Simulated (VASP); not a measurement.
Input of a VASP 6.6.1 run:

File INCAR:

```
PREC     = Accurate       # precision mode
ENCUT    = 520            # plane-wave cutoff, eV
EDIFF    = 1E-7           # SCF threshold, eV
ISMEAR   = -1             # smearing method
SIGMA    = 0.05           # smearing width, eV
LREAL    = False          # projectors in reciprocal space
LASPH    = True           # aspherical terms in the spheres
NELM     = 100            # most SCF steps
ALGO     = Normal         # electronic algorithm
ISIF     = 2              # what is computed and relaxed
LWAVE    = False          # write WAVECAR
LCHARG   = True           # write CHGCAR
GGA      = PE             # functional
LELF     = True           # ELF
LVHAR    = True         
NBANDS   = 30             # bands
```

KPOINTS

```
regular mesh
0
Gamma
  3 3 2
```

The input POSCAR:

```
RbSi4P3
1.0
    5.0617980000      0.3633760000     -0.3148830000
   -1.2856300000      5.2350050000      0.6470690000
   -0.8724010000      0.0507310000      6.6274010000
Rb Si P
1 4 3
Direct
    0.9000188774      0.8656243772      0.9769923299
    0.4512489682      0.8747690099      0.2947667902
    0.2918136622      0.4331486596      0.9654160193
    0.9098355817      0.7612758923      0.4663713162
    0.3283319023      0.8451196566      0.6745666066
    0.7595572375      0.3124372330      0.2322574436
    0.9200216920      0.3306945904      0.6165926843
    0.2410168351      0.2103522488      0.3852120439
```

Potentials or basis: VASP PAW PBE potentials, release 64 (Rb_sv, Si, P).

Command:

```sh
$ cat potpaw_PBE.64/Rb_sv/POTCAR potpaw_PBE.64/Si/POTCAR potpaw_PBE.64/P/POTCAR > POTCAR
$ mpirun -np 1 vasp_std > vasp.out
```

Question: Predict the pressure.

Answer: -3.6 GPa.

Question: What does it give for the largest force?

Answer: 1.269 eV/Å.

Question: Estimate the band gap on the k mesh.

Answer: None (metal or under the smearing width).

Forces in eV/Å, atoms in the order of the input:
```
Rb  -0.444  0.027 -0.211
Si   0.594  0.101  0.623
Si   0.524  0.234  0.163
Si  -0.394 -1.172  0.288
Si   0.404  0.002 -0.691
P   -0.581 -0.584  0.514
P    0.006  1.055 -0.469
P   -0.110  0.336 -0.217
```

Caveat: the k mesh is coarse (spacing up to 0.48 Å⁻¹), so the values aren't converged.
